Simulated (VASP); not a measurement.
OSZICAR of a VASP run on CuSi₆₃:

OSZICAR:
```
...
   4 F= -.32485198E+03 E0= -.32483063E+03  d E =-.332242E-01  mag=     1.0000
       N       E                     dE             d eps       ncg     rms          rms(c)
DAV:   1    -0.324854815087E+03   -0.28450E-02   -0.29221E-01   736   0.103E+00    0.237E-01
RMM:   2    -0.324855321570E+03   -0.50648E-03   -0.11301E-02   775   0.301E-01    0.139E-01
RMM:   3    -0.324855637597E+03   -0.31603E-03   -0.45698E-03   839   0.203E-01    0.115E-01
RMM:   4    -0.324855536149E+03    0.10145E-03   -0.14242E-03   751   0.114E-01    0.566E-02
RMM:   5    -0.324855525297E+03    0.10852E-04   -0.31392E-04   658   0.452E-02    0.275E-02
RMM:   6    -0.324855531870E+03   -0.65724E-05   -0.76435E-05   553   0.205E-02
   5 F= -.32485553E+03 E0= -.32483765E+03  d E =-.367803E-01  mag=     1.0000
       N       E                     dE             d eps       ncg     rms          rms(c)
DAV:   1    -0.324875596460E+03   -0.20071E-01   -0.90448E-01   676   0.180E+00    0.418E-01
RMM:   2    -0.324878955856E+03   -0.33594E-02   -0.45401E-02   744   0.651E-01    0.197E-01
RMM:   3    -0.324880405263E+03   -0.14494E-02   -0.18443E-02   886   0.388E-01    0.261E-01
RMM:   4    -0.324879884066E+03    0.52120E-03   -0.54570E-03   834   0.200E-01    0.979E-02
RMM:   5    -0.324879862490E+03    0.21576E-04   -0.99013E-04   750   0.631E-02    0.667E-02
RMM:   6    -0.324879872549E+03   -0.10059E-04   -0.48113E-04   762   0.415E-02    0.402E-02
RMM:   7    -0.324879848964E+03    0.23584E-04   -0.12700E-04   616   0.249E-02    0.184E-02
RMM:   8    -0.324879853250E+03   -0.42861E-05   -0.53048E-05   509   0.158E-02
   6 F= -.32487985E+03 E0= -.32486576E+03  d E =-.243214E-01  mag=     1.0000
       N       E                     dE             d eps       ncg     rms          rms(c)
DAV:   1    -0.324881166174E+03   -0.13172E-02   -0.10656E-01   760   0.620E-01    0.142E-01
RMM:   2    -0.324881593039E+03   -0.42686E-03   -0.53697E-03   744   0.225E-01    0.679E-02
RMM:   3    -0.324881758880E+03   -0.16584E-03   -0.20863E-03   856   0.137E-01    0.871E-02
RMM:   4    -0.324881706768E+03    0.52113E-04   -0.67645E-04   717   0.727E-02    0.307E-02
RMM:   5    -0.324881705967E+03    0.80003E-06   -0.12265E-04   555   0.266E-02    0.206E-02
RMM:   6    -0.324881708260E+03   -0.22924E-05   -0.52014E-05   505   0.171E-02
   7 F= -.32488171E+03 E0= -.32486888E+03  d E =-.261764E-01  mag=     1.0000
       N       E                     dE             d eps       ncg     rms          rms(c)
DAV:   1    -0.324889155686E+03   -0.74497E-02   -0.26872E-01   676   0.101E+00    0.259E-01
RMM:   2    -0.324890263259E+03   -0.11076E-02   -0.14451E-02   739   0.372E-01    0.130E-01
RMM:   3    -0.324890713161E+03   -0.44990E-03   -0.62331E-03   860   0.250E-01    0.151E-01
RMM:   4    -0.324890508806E+03    0.20436E-03   -0.19875E-03   776   0.129E-01    0.502E-02
RMM:   5    -0.324890522376E+03   -0.13570E-04   -0.38787E-04   697   0.451E-02    0.300E-02
RMM:   6    -0.324890529930E+03   -0.75545E-05   -0.11079E-04   664   0.239E-02    0.105E-02
RMM:   7    -0.324890530445E+03   -0.51464E-06   -0.21992E-05   410   0.160E-02
   8 F= -.32489053E+03 E0= -.32488073E+03  d E =-.882218E-02  mag=     1.0000
       N       E                     dE             d eps       ncg     rms          rms(c)
DAV:   1    -0.324891286385E+03   -0.75645E-03   -0.79297E-02   768   0.548E-01    0.137E-01
RMM:   2    -0.324891644876E+03   -0.35849E-03   -0.43073E-03   747   0.200E-01    0.686E-02
RMM:   3    -0.324891768047E+03   -0.12317E-03   -0.17001E-03   826   0.132E-01    0.757E-02
RMM:   4    -0.324891718252E+03    0.49796E-04   -0.50419E-04   692   0.724E-02    0.265E-02
RMM:   5    -0.324891721855E+03   -0.36031E-05   -0.12185E-04   541   0.278E-02    0.141E-02
RMM:   6    -0.324891724215E+03   -0.23600E-05   -0.27667E-05   428   0.168E-02
   9 F= -.32489172E+03 E0= -.32488306E+03  d E =-.100160E-01  mag=     1.0000
       N       E                     dE             d eps       ncg     rms          rms(c)
DAV:   1    -0.324897931036E+03   -0.62092E-02   -0.33183E-01   676   0.112E+00    0.232E-01
RMM:   2    -0.324899019304E+03   -0.10883E-02   -0.12585E-02   767   0.375E-01    0.119E-01
RMM:   3    -0.324899438691E+03   -0.41939E-03   -0.53642E-03   853   0.212E-01    0.122E-01
RMM:   4    -0.324899310106E+03    0.12859E-03   -0.14690E-03   769   0.114E-01    0.502E-02
RMM:   5    -0.324899309268E+03    0.83818E-06   -0.28431E-04   672   0.408E-02    0.245E-02
RMM:   6    -0.324899318650E+03   -0.93824E-05   -0.86809E-05   595   0.220E-02
  10 F= -.32489932E+03 E0= -.32489283E+03  d E =-.759444E-02  mag=     1.0000
       N       E                     dE             d eps       ncg     rms          rms(c)
DAV:   1    -0.324900647354E+03   -0.13381E-02   -0.26379E-01   720   0.998E-01    0.205E-01
RMM:   2    -0.324901557038E+03   -0.90968E-03   -0.10417E-02   764   0.335E-01    0.111E-01
RMM:   3    -0.324901887413E+03   -0.33037E-03   -0.44689E-03   858   0.199E-01    0.109E-01
RMM:   4    -0.324901788651E+03    0.98762E-04   -0.11576E-03   742   0.101E-01    0.448E-02
RMM:   5    -0.324901785759E+03    0.28919E-05   -0.24961E-04   685   0.392E-02    0.177E-02
RMM:   6    -0.324901794593E+03   -0.88337E-05   -0.65144E-05   531   0.211E-02
  11 F= -.32490179E+03 E0= -.32489620E+03  d E =-.100704E-01  mag=     1.0000
       N       E                     dE             d eps       ncg     rms          rms(c)
DAV:   1    -0.324906627831E+03   -0.48421E-02   -0.26023E-01   668   0.985E-01    0.222E-01
RMM:   2    -0.324907493601E+03   -0.86577E-03   -0.10902E-02   756   0.314E-01    0.104E-01
RMM:   3    -0.324907754377E+03   -0.26078E-03   -0.34551E-03   878   0.154E-01    0.619E-02
RMM:   4    -0.324907786030E+03   -0.31653E-04   -0.65251E-04   768   0.775E-02    0.519E-02
RMM:   5    -0.324907770682E+03    0.15348E-04   -0.20365E-04   657   0.476E-02    0.181E-02
RMM:   6    -0.324907774782E+03   -0.40999E-05   -0.59763E-05   509   0.197E-02
  12 F= -.32490777E+03 E0= -.32490202E+03  d E =-.598019E-02  mag=     1.0000
       N       E                     dE             d eps       ncg     rms          rms(c)
DAV:   1    -0.324908077764E+03   -0.30708E-03   -0.25283E-02   760   0.308E-01    0.699E-02
RMM:   2    -0.324908167304E+03   -0.89539E-04   -0.11242E-03   755   0.111E-01    0.345E-02
RMM:   3    -0.324908207413E+03   -0.40109E-04   -0.47326E-04   822   0.622E-02    0.298E-02
RMM:   4    -0.324908201874E+03    0.55394E-05   -0.95697E-05   548   0.341E-02
  13 F= -.32490820E+03 E0= -.32490242E+03  d E =-.640728E-02  mag=     1.0000
       N       E                     dE             d eps       ncg     rms          rms(c)
DAV:   1    -0.324911416542E+03   -0.32091E-02   -0.22137E-01   676   0.916E-01    0.200E-01
RMM:   2    -0.324911985883E+03   -0.56934E-03   -0.84593E-03   750   0.286E-01    0.957E-02
RMM:   3    -0.324912198738E+03   -0.21285E-03   -0.28195E-03   875   0.131E-01    0.492E-02
RMM:   4    -0.324912228547E+03   -0.29809E-04   -0.40254E-04   765   0.484E-02    0.334E-02
RMM:   5    -0.324912232985E+03   -0.44377E-05   -0.89310E-05   561   0.296E-02
  14 F= -.32491223E+03 E0= -.32490473E+03  d E =-.403111E-02  mag=     1.0000
       N       E                     dE             d eps       ncg     rms          rms(c)
DAV:   1    -0.324912549250E+03   -0.32070E-03   -0.58139E-02   704   0.470E-01    0.101E-01
RMM:   2    -0.324912712311E+03   -0.16306E-03   -0.23526E-03   761   0.162E-01    0.579E-02
RMM:   3    -0.324912799679E+03   -0.87368E-04   -0.11580E-03   826   0.107E-01    0.568E-02
RMM:   4    -0.324912774672E+03    0.25007E-04   -0.31689E-04   639   0.558E-02    0.224E-02
RMM:   5    -0.324912778008E+03   -0.33358E-05   -0.70679E-05   509   0.224E-02
  15 F= -.32491278E+03 E0= -.32490447E+03  d E =-.457613E-02  mag=     1.0000
       N       E                     dE             d eps       ncg     rms          rms(c)
DAV:   1    -0.324914789952E+03   -0.20153E-02   -0.23444E-01   676   0.942E-01    0.241E-01
RMM:   2    -0.324915288266E+03   -0.49831E-03   -0.12098E-02   749   0.307E-01    0.147E-01
RMM:   3    -0.324915580465E+03   -0.29220E-03   -0.56293E-03   850   0.242E-01    0.133E-01
RMM:   4    -0.324915404959E+03    0.17551E-03   -0.15028E-03   758   0.123E-01    0.495E-02
RMM:   5    -0.324915416925E+03   -0.11966E-04   -0.33208E-04   699   0.443E-02    0.258E-02
RMM:   6    -0.324915423821E+03   -0.68958E-05   -0.88785E-05   562   0.222E-02
  16 F= -.32491542E+03 E0= -.32490513E+03  d E =-.264581E-02  mag=     1.0000
       N       E                     dE             d eps       ncg     rms          rms(c)
DAV:   1    -0.324915441026E+03   -0.24101E-04   -0.37743E-03   768   0.121E-01    0.303E-02
RMM:   2    -0.324915453704E+03   -0.12678E-04   -0.23116E-04   729   0.468E-02    0.195E-02
RMM:   3    -0.324915458502E+03   -0.47985E-05   -0.90889E-05   562   0.342E-02    0.159E-02
RMM:   4    -0.324915457199E+03    0.13035E-05   -0.27853E-05   433   0.231E-02
  17 F= -.32491546E+03 E0= -.32490498E+03  d E =-.267919E-02  mag=     1.0000
       N       E                     dE             d eps       ncg     rms          rms(c)
DAV:   1    -0.324916123265E+03   -0.66476E-03   -0.89856E-02   696   0.576E-01    0.160E-01
RMM:   2    -0.324916383253E+03   -0.25999E-03   -0.57592E-03   752   0.205E-01    0.113E-01
RMM:   3    -0.324916413907E+03   -0.30655E-04   -0.25187E-03   806   0.174E-01    0.835E-02
RMM:   4    -0.324916352040E+03    0.61868E-04   -0.62901E-04   731   0.821E-02    0.307E-02
RMM:   5    -0.324916359181E+03   -0.71415E-05   -0.16053E-04   590   0.301E-02    0.173E-02
RMM:   6    -0.324916362033E+03   -0.28516E-05   -0.41170E-05   466   0.178E-02
  18 F= -.32491636E+03 E0= -.32490511E+03  d E =-.904834E-03  mag=     1.0000
```

### Question
Which electronic solver shows in the log?

### Answer
It is blocked Davidson (ALGO = Normal, or the opening steps of other solvers) and then RMM-DIIS (ALGO = Fast or VeryFast). The INCAR had ALGO = Fast.

### Question
How was spin treated?

### Answer
Collinear spin (ISPIN = 2): the summary line carries one mag value, 1.00 μB in the cell.

### Question
Can the final energy be trusted as converged?

### Answer
The run converged. It stopped with EDIFF = 1E-5, NELM = 100, NSW = 60 and EDIFFG = -0.03 after 18 ionic steps (PBE GGA, plane waves, VASP's PBE PAW potentials (set 64)). The cell is charged, with a uniform compensating background. The supercell is sampled at Γ alone, which is coarse: total energies, pressure and levels can be off, energies of defects by several tenths of an eV.

The cell is a supercell with a defect, built from Si (diamond): Cu_Si, charge -2. The total moment is imposed (NUPDOWN), so this need not be the lowest spin state.
